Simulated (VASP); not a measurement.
# ScNb (P-6m2) in VASP: single point with PBEsol+D3(BJ)

Aim: the single point of ScNb with PBEsol+D3(BJ).

Everything below comes from runs of VASP 6.6.1. Logs are shortened: lines on timing, memory, paths and dates and some standing lists are left out, and cuts for length are marked.

## (1) Starting point

Symmetry: P-6m2, No. 187, hexagonal system. Conventional cell: a = 3.066 Å, b = 3.066 Å, c = 5.072 Å, α = 90.00°, β = 90.00°, γ = 120.00°. Sc (site symmetry -6m2) is surrounded by 6 Sc at 3.07 Å and 6 Nb at 3.09 Å. Nb (site symmetry -6m2) has 6 Nb at 3.07 Å and 6 Sc at 3.09 Å as nearest neighbours.

The cell comes from a database or a generator and needn't be the stable form of this composition.

## (2) Single point, PBEsol+D3(BJ)

File INCAR:

```
PREC     = Accurate       # precision mode
ENCUT    = 520            # plane-wave cutoff, eV
EDIFF    = 1E-6           # SCF threshold, eV
ISMEAR   = 1              # smearing method
SIGMA    = 0.1            # smearing width, eV
LREAL    = False          # projectors in reciprocal space
LASPH    = True           # aspherical terms in the spheres
NELM     = 100            # most SCF steps
ALGO     = Normal         # electronic algorithm
ISIF     = 2              # what is computed and relaxed
LWAVE    = False          # write WAVECAR
LCHARG   = False          # write CHGCAR
GGA      = PS             # functional
IVDW     = 12             # dispersion correction
NBANDS   = 19             # bands
```

File KPOINTS:

```
Automatic mesh
0
Gamma
  9 9 5
```

File POSCAR:

```
ScNb
1.0
    3.0656440000      0.0000000000      0.0000000000
   -1.5328220000      2.6549260000      0.0000000000
    0.0000000000      0.0000000000      5.0721940000
Sc Nb
1 1
Direct
    0.0000000000      0.0000000000      0.0000000000
    0.3333333333      0.6666666667      0.5000000000
```

Potentials or basis: VASP PAW PBE potentials, release 64 (Sc_sv, Nb_sv).

Launch:

```
> cat potpaw_PBE.64/Sc_sv/POTCAR potpaw_PBE.64/Nb_sv/POTCAR > POTCAR
> mpirun -np 1 vasp_std > vasp.out
```

OUTCAR:

```text
PREC = Accurate
   ENCUT = 520
   EDIFF = 1E-6
   ISMEAR = 1
   LREAL = False
   LASPH = True
   NELM = 100
   ISIF = 2
   GGA = PS
   IVDW = 12
 IVDW          = 12

 ion  position               nearest neighbor table
   1  0.000  0.000  0.000-   2 3.09   2 3.09   2 3.09   2 3.09   2 3.09   2 3.09
   2  0.333  0.667  0.500-   1 3.09   1 3.09   1 3.09   1 3.09   1 3.09   1 3.09

  LATTYP: Found a hexagonal cell.
 ALAT       =     3.0656440000
 C/A-ratio  =     1.6545280535

  Lattice vectors:

 A1 = (   3.0656440000,   0.0000000000,   0.0000000000)
 A2 = (  -1.5328220000,   2.6549260000,   0.0000000000)
 A3 = (   0.0000000000,   0.0000000000,   5.0721940000)

Analysis of symmetry for initial positions (statically):
=====================================================================
 Subroutine PRICEL returns:
 Original cell was already a primitive cell.

 Routine SETGRP: Setting up the symmetry group for a
 hexagonal supercell.

 Subroutine GETGRP returns: Found 12 space group operations
 (whereof 12 operations were pure point group operations)
 out of a pool of 24 trial point group operations.

The static configuration has the point symmetry D_3h.

Analysis of symmetry for dynamics (positions and initial velocities):
=====================================================================
 Subroutine PRICEL returns:
 Original cell was already a primitive cell.

 Routine SETGRP: Setting up the symmetry group for a
 hexagonal supercell.

 Subroutine GETGRP returns: Found 12 space group operations
 (whereof 12 operations were pure point group operations)
 out of a pool of 24 trial point group operations.

The dynamic configuration has the point symmetry D_3h.

 Subroutine INISYM returns: Found 12 space group operations
 (whereof 12 operations are pure point group operations),
 and found     1 'primitive' translations

----------------------------------------------------------------------------------------

                                     Primitive cell

  volume of cell :      41.2829

  direct lattice vectors                    reciprocal lattice vectors
     3.065644000  0.000000000  0.000000000     0.326195736  0.188329166  0.000000000
    -1.532822000  2.654926000  0.000000000     0.000000000  0.376658332  0.000000000
     0.000000000  0.000000000  5.072194000     0.000000000  0.000000000  0.197153342

  length of vectors
     3.065644000  3.065644361  5.072194000     0.376658377  0.376658332  0.197153342

  position of ions in fractional coordinates (direct lattice)
     0.000000000  0.000000000  0.000000000
     0.333333333  0.666666667  0.500000000

  ion indices of the primitive-cell ions
   primitive index   ion index
                 1           1
                 2           2

----------------------------------------------------------------------------------------

 KPOINTS: Automatic mesh

Automatic generation of k-mesh.
 Grid dimensions read from file:
 generate k-points for:    9    9    5

 Generating k-lattice:

  Cartesian coordinates                     Fractional coordinates (reciprocal lattice)
     0.036243971  0.020925463  0.000000000     0.111111111  0.000000000  0.000000000
     0.000000000  0.041850926  0.000000000     0.000000000  0.111111111  0.000000000
     0.000000000  0.000000000  0.039430668     0.000000000  0.000000000  0.200000000

  Length of vectors
     0.041850931  0.041850926  0.039430668

  Shift w.r.t. Gamma in fractional coordinates (k-lattice)
     0.000000000  0.000000000  0.000000000

 Subroutine IBZKPT returns following result:
 ===========================================

 Found     36 irreducible k-points:

 Following reciprocal coordinates:
            Coordinates               Weight
  0.000000  0.000000  0.000000      1.000000
  0.111111  0.000000  0.000000      6.000000
  0.222222  0.000000  0.000000      6.000000
  0.333333 -0.000000  0.000000      6.000000
  0.444444  0.000000  0.000000      6.000000
  0.111111  0.111111  0.000000      6.000000
[... 16 lines left out ...]
  0.333333  0.222222  0.200000     24.000000
  0.333333  0.333333  0.200000      4.000000
 [... further k-points ...]
   k-points           NKPTS =     36   k-points in BZ     NKDIM =     36   number of bands    NBANDS=     19
   number of dos      NEDOS =    301   number of ions     NIONS =      2
   total plane-waves  NPLWV =  23040
   dimension x,y,z NGX =    24 NGY =   24 NGZ =   40
   dimension x,y,z NGXF=    48 NGYF=   48 NGZF=   80
   ions per type =               1   1
   NGX,Y,Z   is equivalent  to a cutoff of  13.01, 13.01, 13.11 a.u.
   NGXF,Y,Z  is equivalent  to a cutoff of  26.03, 26.03, 26.22 a.u.
 SYSTEM =  unknown system
   PREC   = accura    normal or accurate (medium, high low for compatibility)
   ISTART =      0    job   : 0-new  1-cont  2-samecut
   ICHARG =      2    charge: 1-file 2-atom 10-const
   ISPIN  =      1    spin polarized calculation?
   LNONCOLLINEAR =      F non collinear calculations
   LSORBIT =      F    spin-orbit coupling
   LASPH  =      T    aspherical Exc in radial PAW
   ENCUT  =  520.0 eV  38.22 Ry    6.18 a.u.   5.70  5.70  9.43*2*pi/ulx,y,z
   NELM   =    100;   NELMIN=  2; NELMDL= -5     # of ELM steps
   EDIFF  = 0.1E-05   stopping-criterion for ELM
   LREAL  =      F    real-space projection
   EDIFFG = 0.1E-04   stopping-criterion for IOM
   NSW    =      0    number of steps for IOM
   IBRION =     -1    ionic relax: 0-MD 1-quasi-New 2-CG
   NFREE  =      0    steps in history (QN), initial steepest desc. (CG)
   ISIF   =      2    stress and relaxation
   ISYM   =      2    0-nonsym 1-usesym 2-fastsym
   POTIM  = 0.5000    time-step for ionic-motion
   TEBEG  =    0.0;   TEEND  =   0.0 temperature during run
   PSTRESS=    0.0 pullay stress
   NELECT =      24.0000    total number of electrons
   NUPDOWN=      -1.0000    fix difference up-down
   EMIN   =  10.00;   EMAX   =-10.00  energy-range for DOS
   EFERMI =   0.00;   METHOD = LEGACY
   ISMEAR =     1;   SIGMA  =   0.10  broadening in eV -4-tet -1-fermi 0-gaus
   EFERMI_NEDOS =   21; number of points for ismear=-14 and -15
   IALGO  =     38    algorithm
   IMIX   =      4    mixing-type and parameters
     AMIX     =   0.40;   BMIX     =  1.00
     AMIX_MAG =   1.60;   BMIX_MAG =  1.00
  volume/ion in A,a.u.               =      20.64       139.30
  Fermi-wavevector in a.u.,A,eV,Ry     =   1.366329  2.581987 25.400099  1.866855
  Thomas-Fermi vector in A             =   2.492479
   LORBIT       =      0    0 simple, 1 ext, 2 COOP (PROOUT), +10 PAW based schemes
   GGA     = PS    functional components
   LHFCALC =     F    Hartree Fock is set to
   AEXX    =    0.0000 exact exchange contribution
   IVDW    =    12    specifies the selected vdW correction
   LEPSILON=     F    determine dielectric tensor
   LRPA    =     F    only Hartree local field effects (RPA)
 non-spin polarized calculation
 Methfessel and Paxton  Order N= 1 SIGMA  =   0.10
  energy-cutoff  :      520.00
  volume of cell :       41.28
 maximum number of plane-waves:      1126
 NGX is ok and might be reduce to    24
   NGX = 11   NGY = 11   NGZ = 19

 number of electron      24.0000000 magnetization

 Free energy of the ion-electron system (eV)
  ---------------------------------------------------
  ext. energy  EPLUGINS =         0.00000000
  ---------------------------------------------------
  free energy    TOTEN  =       -17.10809095 eV

  energy without entropy =      -17.10746798  energy(sigma->0) =      -17.10788329

 E-fermi :   7.0259     XC(G=0): -11.3426

 val. band max:        7.0208119646   @ k =   0.3333   0.2222   0.0000
 cond. band min:       7.0453403061   @ k =   0.3333   0.2222   0.2000
 fundamental gap:      0.0245283415
 Fermi energy:         7.0258773854

 k-point     1 :       0.0000    0.0000    0.0000
  band No.  band energies     occupation
      1     -47.5478      2.00000
      2     -41.7263      2.00000
      3     -23.7164      2.00000
      4     -23.1990      2.00000
      5     -23.1990      2.00000
      6     -20.4273      2.00000
[... 11 lines left out ...]
     18       9.2961      0.00000
     19      11.2316      0.00000

 k-point     2 :       0.1111    0.0000    0.0000
  band No.  band energies     occupation
      1     -47.5371      2.00000
      2     -41.7162      2.00000
      3     -23.7002      2.00000
      4     -23.2840      2.00000
      5     -23.2187      2.00000
      6     -20.4225      2.00000
[... 11 lines left out ...]
     18       9.4065      0.00000
     19      11.3377      0.00000

 k-point     3 :       0.2222    0.0000    0.0000
  band No.  band energies     occupation
      1     -47.5100      2.00000
      2     -41.6904      2.00000
      3     -23.6588      2.00000
      4     -23.4952      2.00000
      5     -23.2682      2.00000
      6     -20.4149      2.00000
[... 11 lines left out ...]
     18      10.0821      0.00000
     19      11.5073      0.00000

 k-point     4 :       0.3333   -0.0000    0.0000
  band No.  band energies     occupation
      1     -47.4789      2.00000
      2     -41.6608      2.00000
      3     -23.7286      2.00000
      4     -23.6113      2.00000
      5     -23.3239      2.00000
      6     -20.6034      2.00000
[... 11 lines left out ...]
     18      10.9952      0.00000
     19      11.6089      0.00000

 k-point     5 :       0.4444    0.0000    0.0000
  band No.  band energies     occupation
      1     -47.4585      2.00000
      2     -41.6414      2.00000
      3     -23.8774      2.00000
      4     -23.5800      2.00000
      5     -23.3600      2.00000
      6     -20.7237      2.00000
[... 11 lines left out ...]
     18      11.7599      0.00000
     19      11.8675      0.00000

 k-point     6 :       0.1111    0.1111    0.0000
  band No.  band energies     occupation
      1     -47.5182      2.00000
      2     -41.6982      2.00000
      3     -23.6714      2.00000
      4     -23.4243      2.00000
      5     -23.2611      2.00000
      6     -20.4139      2.00000
[... 11 lines left out ...]
     18       9.9219      0.00000
     19      11.4021      0.00000

 k-point     7 :       0.2222    0.1111    0.0000
  band No.  band energies     occupation
      1     -47.4891      2.00000
      2     -41.6705      2.00000
      3     -23.6286      2.00000
      4     -23.6269      2.00000
      5     -23.3317      2.00000
      6     -20.5224      2.00000
[... 11 lines left out ...]
     18      10.8367      0.00000
     19      11.4544      0.00000

 k-point     8 :       0.3333    0.1111    0.0000
  band No.  band energies     occupation
      1     -47.4633      2.00000
      2     -41.6460      2.00000
      3     -23.8035      2.00000
      4     -23.5874      2.00000
      5     -23.3938      2.00000
      6     -20.6634      2.00000
[... 256 lines left out ...]
 k-point    20 :       0.3333    0.1111    0.2000
  band No.  band energies     occupation
      1     -47.4632      2.00000
      2     -41.6460      2.00000
      3     -23.8063      2.00000
      4     -23.5889      2.00000
      5     -23.3936      2.00000
      6     -20.6587      2.00000
[... 11 lines left out ...]
     18      11.3744      0.00000
     19      12.0135      0.00000

 k-point    21 :       0.4444    0.1111    0.2000
  band No.  band energies     occupation
      1     -47.4530      2.00000
      2     -41.6363      2.00000
      3     -23.8744      2.00000
      4     -23.5751      2.00000
      5     -23.4180      2.00000
      6     -20.7129      2.00000
[... 11 lines left out ...]
     18      11.6458      0.00000
     19      12.5212      0.00000

 k-point    22 :       0.2222    0.2222    0.2000
  band No.  band energies     occupation
      1     -47.4651      2.00000
      2     -41.6479      2.00000
      3     -23.7423      2.00000
      4     -23.5914      2.00000
      5     -23.4434      2.00000
      6     -20.6074      2.00000
[... 11 lines left out ...]
     18      11.4092      0.00000
     19      12.1277      0.00000

 k-point    23 :       0.3333    0.2222    0.2000
  band No.  band energies     occupation
      1     -47.4495      2.00000
      2     -41.6329      2.00000
      3     -23.7948      2.00000
      4     -23.5703      2.00000
      5     -23.5360      2.00000
      6     -20.6485      2.00000
[... 11 lines left out ...]
     18      11.5815      0.00000
     19      13.1592      0.00000

 k-point    24 :       0.3333    0.3333    0.2000
  band No.  band energies     occupation
      1     -47.4441      2.00000
      2     -41.6277      2.00000
      3     -23.6944      2.00000
      4     -23.6889      2.00000
      5     -23.5628      2.00000
      6     -20.5659      2.00000
[... 11 lines left out ...]
     18      11.1711      0.00000
     19      13.9161      0.00000

 [... further k-points ...]

------------------------ aborting loop because EDIFF is reached ----------------------------------------

 Edisp (eV)   -1.12484

 E8    (eV) :    -0.7995

  FORCE on cell =-STRESS in cart. coord.  units (eV):
  Direction    XX          YY          ZZ          XY          YZ          ZX
  --------------------------------------------------------------------------------------
  -------------------------------------------------------------------------------------
  Total      -2.20611    -2.20611    -2.28569     0.00000     0.00000     0.00000
  in kB     -85.61835   -85.61838   -88.70716     0.00000     0.00000     0.00000
  external pressure =      -86.65 kB  Pullay stress =        0.00 kB

 VOLUME and BASIS-vectors are now :
 -----------------------------------------------------------------------------
  energy-cutoff  :      520.00
  volume of cell :       41.28
      direct lattice vectors                 reciprocal lattice vectors
     3.065644000  0.000000000  0.000000000     0.326195736  0.188329166  0.000000000
    -1.532822000  2.654926000  0.000000000     0.000000000  0.376658332  0.000000000
     0.000000000  0.000000000  5.072194000     0.000000000  0.000000000  0.197153342

 POSITION                                       TOTAL-FORCE (eV/Angst)
 -----------------------------------------------------------------------------------
      0.00000      0.00000      0.00000        -0.000000      0.000000      0.000000
     -0.00000      1.76995      2.53610         0.000000     -0.000000      0.000000
 -----------------------------------------------------------------------------------
    total drift:                                0.000000     -0.000000     -0.000000

  FREE ENERGIE OF THE ION-ELECTRON SYSTEM (eV)
  ---------------------------------------------------
  free  energy   TOTEN  =       -18.2329325367 eV

  energy  without entropy=      -18.2323095693  energy(sigma->0) =      -18.23272488
```

It took 10 s on 1 thread of Intel Xeon 6975P-C (Granite Rapids), shared host; peak memory 0.18 GiB.

Results:

| Property | Result |
| --- | --- |
| Free energy | -18.2329 eV |
| Pressure | -8.7 GPa |
| Band gap on the k mesh | none (metal or under the smearing width) |
| Dispersion energy per atom | -0.562 eV |

Stress tensor (GPa, compression positive):
```
-8.56  0.00  0.00
 0.00 -8.56  0.00
 0.00  0.00 -8.87
```

Levels at points of the mesh, in eV from the Fermi level:
| k point | band 9 | band 10 | band 11 | band 12 | band 13 | band 14 | band 15 | band 16 |
| --- | --- | --- | --- | --- | --- | --- | --- | --- |
| (0.00, 0.00, 0.00) | -5.63 | -2.80 | 0.64 | 0.64 | 0.87 | 1.09 | 2.14 | 2.14 |

Caveat: the PAW data sets were made with another functional, which shifts forces and pressure a little; pairwise dispersion overbinds metals, which lowers pressure and volume.
